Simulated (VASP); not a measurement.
# Y3F (P6/mmm) in VASP: further runs

Runs on Y3F. Level: PBE. Tasks: single point.

Everything below comes from runs of VASP 6.6.1. Logs are shortened: lines on timing, memory, paths and dates and some standing lists are left out, and cuts for length are marked.

### 1 The cell of the first run

The structure is hexagonal, space group P6/mmm (No. 191). The conventional cell has a = 6.267 Å, b = 6.267 Å, c = 3.362 Å, α = 90.00°, β = 90.00°, γ = 120.00°. Y (site symmetry mmm) has 6 Y at 3.13 to 3.36 Å and 2 F at 3.13 Å as nearest neighbours. F (site symmetry 6/mmm) is surrounded by 6 Y at 3.13 Å and 2 F at 3.36 Å.

The cell was built by a generator and needn't be a form met in nature.

### 2 Single point, PBE (random cell by space group and Wyckoff sites (P6/mmm, No. 191))

Input file INCAR:

```
SYSTEM = Y3F
PREC = Accurate ; ENCUT = 520
EDIFF = 1E-6 ; ISMEAR = 0
SIGMA = 0.1 ; LREAL = .FALSE.
LASPH = .TRUE. ; NELM = 100
ALGO = Fast ; ISIF = 2
LWAVE = .FALSE. ; LCHARG = .FALSE.
GGA = PE ; NBANDS = 28
```

Input file KPOINTS:

```
regular mesh
0
G
  9 9 14
  0 0 0
```

Input file POSCAR:

```
Y3F
1.0
    6.2666504823      0.0000000000      0.0000000000
   -3.1333252411      5.4270785143      0.0000000000
    0.0000000000      0.0000000000      3.3619851352
Y F
3 1
Direct
    0.5000000000      0.0000000000      0.0000000000
    0.0000000000      0.5000000000      0.0000000000
    0.5000000000      0.5000000000      0.0000000000
    0.0000000000      0.0000000000      0.0000000000
```

Potentials or basis: VASP PAW PBE potentials, release 64 (Y_sv, F).

Launch:

```console
$ cat potpaw_PBE.64/Y_sv/POTCAR potpaw_PBE.64/F/POTCAR > POTCAR
$ mpirun -np 1 vasp_std > vasp.out
```

OUTCAR:

```text
SYSTEM = Y3F
   PREC = Accurate
   ENCUT = 520
   EDIFF = 1E-6
   ISMEAR = 0
   LREAL = .FALSE.
   LASPH = .TRUE.
   NELM = 100
   ISIF = 2
   GGA = PE

 ion  position               nearest neighbor table
   1  0.500  0.000  0.000-   3 3.13   3 3.13   2 3.13   2 3.13
   2  0.000  0.500  0.000-   3 3.13   3 3.13   1 3.13   1 3.13
   3  0.500  0.500  0.000-   1 3.13   1 3.13   2 3.13   2 3.13
   4  0.000  0.000  0.000-

  LATTYP: Found a hexagonal cell.
 ALAT       =     6.2666504823
 C/A-ratio  =     0.5364883752

  Lattice vectors:

 A1 = (   6.2666504823,   0.0000000000,   0.0000000000)
 A2 = (  -3.1333252411,   5.4270785143,   0.0000000000)
 A3 = (   0.0000000000,   0.0000000000,   3.3619851352)

Analysis of symmetry for initial positions (statically):
=====================================================================
 Subroutine PRICEL returns:
 Original cell was already a primitive cell.

 Routine SETGRP: Setting up the symmetry group for a
 hexagonal supercell.

 Subroutine GETGRP returns: Found 24 space group operations
 (whereof 24 operations were pure point group operations)
 out of a pool of 24 trial point group operations.

The static configuration has the point symmetry D_6h.

Analysis of symmetry for dynamics (positions and initial velocities):
=====================================================================
 Subroutine PRICEL returns:
 Original cell was already a primitive cell.

 Routine SETGRP: Setting up the symmetry group for a
 hexagonal supercell.

 Subroutine GETGRP returns: Found 24 space group operations
 (whereof 24 operations were pure point group operations)
 out of a pool of 24 trial point group operations.

The dynamic configuration has the point symmetry D_6h.

 Subroutine INISYM returns: Found 24 space group operations
 (whereof 24 operations are pure point group operations),
 and found     1 'primitive' translations

----------------------------------------------------------------------------------------

                                     Primitive cell

  volume of cell :     114.3398

  direct lattice vectors                    reciprocal lattice vectors
     6.266650482  0.000000000  0.000000000     0.159574880  0.092130600  0.000000000
    -3.133325241  5.427078514  0.000000000     0.000000000  0.184261200  0.000000000
     0.000000000  0.000000000  3.361985135     0.000000000  0.000000000  0.297443314

  length of vectors
     6.266650482  6.266650482  3.361985135     0.184261200  0.184261200  0.297443314

  position of ions in fractional coordinates (direct lattice)
     0.500000000  0.000000000  0.000000000
     0.000000000  0.500000000  0.000000000
     0.500000000  0.500000000  0.000000000
     0.000000000  0.000000000  0.000000000

  ion indices of the primitive-cell ions
   primitive index   ion index
                 1           1
                 2           2
                 3           3
                 4           4

----------------------------------------------------------------------------------------

 KPOINTS: regular mesh

Automatic generation of k-mesh.
 Grid dimensions read from file:
 generate k-points for:    9    9   14

 Generating k-lattice:

  Cartesian coordinates                     Fractional coordinates (reciprocal lattice)
     0.017730542  0.010236733  0.000000000     0.111111111  0.000000000  0.000000000
     0.000000000  0.020473467  0.000000000     0.000000000  0.111111111  0.000000000
     0.000000000  0.000000000  0.021245951     0.000000000  0.000000000  0.071428571

  Length of vectors
     0.020473467  0.020473467  0.021245951

  Shift w.r.t. Gamma in fractional coordinates (k-lattice)
     0.000000000  0.000000000  0.000000000

 Subroutine IBZKPT returns following result:
 ===========================================

 Found     96 irreducible k-points:

 Following reciprocal coordinates:
            Coordinates               Weight
  0.000000  0.000000  0.000000      1.000000
  0.111111  0.000000  0.000000      6.000000
  0.222222  0.000000  0.000000      6.000000
  0.333333  0.000000  0.000000      6.000000
  0.444444  0.000000  0.000000      6.000000
  0.111111  0.111111  0.000000      6.000000
[... 16 lines left out ...]
  0.333333  0.222222  0.071429     24.000000
  0.333333  0.333333  0.071429      4.000000
 [... further k-points ...]
   k-points           NKPTS =     96   k-points in BZ     NKDIM =     96   number of bands    NBANDS=     28
   number of dos      NEDOS =    301   number of ions     NIONS =      4
   total plane-waves  NPLWV =  64512
   dimension x,y,z NGX =    48 NGY =   48 NGZ =   28
   dimension x,y,z NGXF=    96 NGYF=   96 NGZF=   56
   ions per type =               3   1
   NGX,Y,Z   is equivalent  to a cutoff of  12.73, 12.73, 13.85 a.u.
   NGXF,Y,Z  is equivalent  to a cutoff of  25.47, 25.47, 27.69 a.u.
 SYSTEM =  Y3F
   PREC   = accura    normal or accurate (medium, high low for compatibility)
   ISTART =      0    job   : 0-new  1-cont  2-samecut
   ICHARG =      2    charge: 1-file 2-atom 10-const
   ISPIN  =      1    spin polarized calculation?
   LNONCOLLINEAR =      F non collinear calculations
   LSORBIT =      F    spin-orbit coupling
   LASPH  =      T    aspherical Exc in radial PAW
   ENCUT  =  520.0 eV  38.22 Ry    6.18 a.u.  11.65 11.65  6.25*2*pi/ulx,y,z
   NELM   =    100;   NELMIN=  2; NELMDL= -5     # of ELM steps
   EDIFF  = 0.1E-05   stopping-criterion for ELM
   LREAL  =      F    real-space projection
   EDIFFG = 0.1E-04   stopping-criterion for IOM
   NSW    =      0    number of steps for IOM
   IBRION =     -1    ionic relax: 0-MD 1-quasi-New 2-CG
   NFREE  =      0    steps in history (QN), initial steepest desc. (CG)
   ISIF   =      2    stress and relaxation
   ISYM   =      2    0-nonsym 1-usesym 2-fastsym
   POTIM  = 0.5000    time-step for ionic-motion
   TEBEG  =    0.0;   TEEND  =   0.0 temperature during run
   PSTRESS=    0.0 pullay stress
   NELECT =      40.0000    total number of electrons
   NUPDOWN=      -1.0000    fix difference up-down
   EMIN   =  10.00;   EMAX   =-10.00  energy-range for DOS
   EFERMI =   0.00;   METHOD = LEGACY
   ISMEAR =     0;   SIGMA  =   0.10  broadening in eV -4-tet -1-fermi 0-gaus
   EFERMI_NEDOS =   21; number of points for ismear=-14 and -15
   IALGO  =     68    algorithm
   IMIX   =      4    mixing-type and parameters
     AMIX     =   0.40;   BMIX     =  1.00
     AMIX_MAG =   1.60;   BMIX_MAG =  1.00
  volume/ion in A,a.u.               =      28.58       192.90
  Fermi-wavevector in a.u.,A,eV,Ry     =   1.153530  2.179856 18.104352  1.330632
  Thomas-Fermi vector in A             =   2.290174
   LORBIT       =      0    0 simple, 1 ext, 2 COOP (PROOUT), +10 PAW based schemes
   GGA     = PE    functional components
   LHFCALC =     F    Hartree Fock is set to
   AEXX    =    0.0000 exact exchange contribution
   IVDW    =     0    specifies the selected vdW correction
   LEPSILON=     F    determine dielectric tensor
   LRPA    =     F    only Hartree local field effects (RPA)
 non-spin polarized calculation
 RMM-DIIS sequential band-by-band and
 Gauss-broadening in eV      SIGMA  =   0.10
  energy-cutoff  :      520.00
  volume of cell :      114.34
 maximum number of plane-waves:      3108
 NGX is ok and might be reduce to    48
   NGX = 23   NGY = 23   NGZ = 13

 number of electron      39.9999993 magnetization

 Free energy of the ion-electron system (eV)
  ---------------------------------------------------
  ext. energy  EPLUGINS =         0.00000000
  ---------------------------------------------------
  free energy    TOTEN  =       -21.52386477 eV

  energy without entropy =      -21.48176066  energy(sigma->0) =      -21.50281272

 E-fermi :   2.4803     XC(G=0):  -9.0515

 val. band max:        2.4773228440   @ k =   0.0000   0.0000   0.0000
 cond. band min:       2.4803247496   @ k =   0.2222   0.1111   0.1429
 fundamental gap:      0.0030019055
 Fermi energy:         2.4803119442

 k-point     1 :       0.0000    0.0000    0.0000
  band No.  band energies     occupation
      1     -40.5714      2.00000
      2     -40.4144      2.00000
      3     -40.4144      2.00000
      4     -21.2104      2.00000
      5     -20.9023      2.00000
      6     -20.9023      2.00000
[... 20 lines left out ...]
     27       5.5939      0.00000
     28       5.7557      0.00000

 k-point     2 :       0.1111    0.0000    0.0000
  band No.  band energies     occupation
      1     -40.5673      2.00000
      2     -40.4187      2.00000
      3     -40.4145      2.00000
      4     -21.1832      2.00000
      5     -20.9025      2.00000
      6     -20.8836      2.00000
[... 20 lines left out ...]
     27       5.6221      0.00000
     28       5.6254      0.00000

 k-point     3 :       0.2222    0.0000    0.0000
  band No.  band energies     occupation
      1     -40.5556      2.00000
      2     -40.4308      2.00000
      3     -40.4145      2.00000
      4     -21.1120      2.00000
      5     -20.8940      2.00000
      6     -20.8301      2.00000
[... 20 lines left out ...]
     27       5.2994      0.00000
     28       5.4744      0.00000

 k-point     4 :       0.3333    0.0000    0.0000
  band No.  band energies     occupation
      1     -40.5387      2.00000
      2     -40.4482      2.00000
      3     -40.4145      2.00000
      4     -21.0415      2.00000
      5     -20.8384      2.00000
      6     -20.7486      2.00000
[... 578 lines left out ...]
     27       4.8192      0.00000
     28       5.6653      0.00000

 k-point    23 :       0.3333    0.2222    0.0714
  band No.  band energies     occupation
      1     -40.5092      2.00000
      2     -40.4735      2.00000
      3     -40.4124      2.00000
      4     -20.9138      2.00000
      5     -20.8113      2.00000
      6     -20.6428      2.00000
[... 20 lines left out ...]
     27       4.8364      0.00000
     28       5.5899      0.00000

 k-point    24 :       0.3333    0.3333    0.0714
  band No.  band energies     occupation
      1     -40.4914      2.00000
      2     -40.4914      2.00000
      3     -40.4125      2.00000
      4     -20.8424      2.00000
      5     -20.7742      2.00000
      6     -20.7742      2.00000
[... 20 lines left out ...]
     27       4.8600      0.00000
     28       5.4412      0.00000

 [... further k-points ...]

------------------------ aborting loop because EDIFF is reached ----------------------------------------

  FORCE on cell =-STRESS in cart. coord.  units (eV):
  Direction    XX          YY          ZZ          XY          YZ          ZX
  --------------------------------------------------------------------------------------
  -------------------------------------------------------------------------------------
  Total       -0.0633325     -0.0633325     -0.1213984     -0.0000000      0.0000000      0.0000000
  in kB       -0.8874416     -0.8874416     -1.7010860     -0.0000000      0.0000000      0.0000000
  external PRESSURE =      -1.1586564 kB  Pullay stress =       0.0000000 kB

 VOLUME and BASIS-vectors are now :
 -----------------------------------------------------------------------------
  energy-cutoff  :      520.00
  volume of cell :      114.34
      direct lattice vectors                 reciprocal lattice vectors
     6.266650482  0.000000000  0.000000000     0.159574880  0.092130600  0.000000000
    -3.133325241  5.427078514  0.000000000     0.000000000  0.184261200  0.000000000
     0.000000000  0.000000000  3.361985135     0.000000000  0.000000000  0.297443314

 POSITION                                       TOTAL-FORCE (eV/Angst)
 -----------------------------------------------------------------------------------
      3.13333      0.00000      0.00000         0.000000      0.000000      0.000000
     -1.56666      2.71354      0.00000         0.000000      0.000000      0.000000
      1.56666      2.71354      0.00000        -0.000000      0.000000      0.000000
      0.00000      0.00000      0.00000         0.000000      0.000000      0.000000
 -----------------------------------------------------------------------------------
    total drift:                               -0.000000      0.000000      0.000000

  FREE ENERGIE OF THE ION-ELECTRON SYSTEM (eV)
  ---------------------------------------------------
  free  energy   TOTEN  =       -21.5238647709 eV

  energy  without entropy=      -21.4817606620  energy(sigma->0) =      -21.50281272
```

Wall time 6.4 min (1 thread of Intel Xeon Platinum 8488C (Sapphire Rapids), shared host); peak memory 0.43 GiB.

Results:

- Free energy: -21.5239 eV
- Pressure: -0.1 GPa
- Band gap on the k mesh: none (metal or under the smearing width)

Levels at points of the mesh, in eV from the Fermi level:
| k point | band 16 | band 17 | band 18 | band 19 | band 20 | band 21 | band 22 | band 23 | band 24 | band 25 |
| --- | --- | --- | --- | --- | --- | --- | --- | --- | --- | --- |
| (0.00, 0.00, 0.00) | -4.04 | -3.35 | -1.22 | -1.07 | -1.07 | 0.00 | 0.29 | 0.29 | 1.52 | 1.78 |
| (0.00, 0.00, 0.50) | -4.09 | -2.13 | -1.95 | -0.64 | -0.64 | -0.06 | -0.06 | 0.50 | 0.67 | 3.01 |

[end of part 1 of 2]
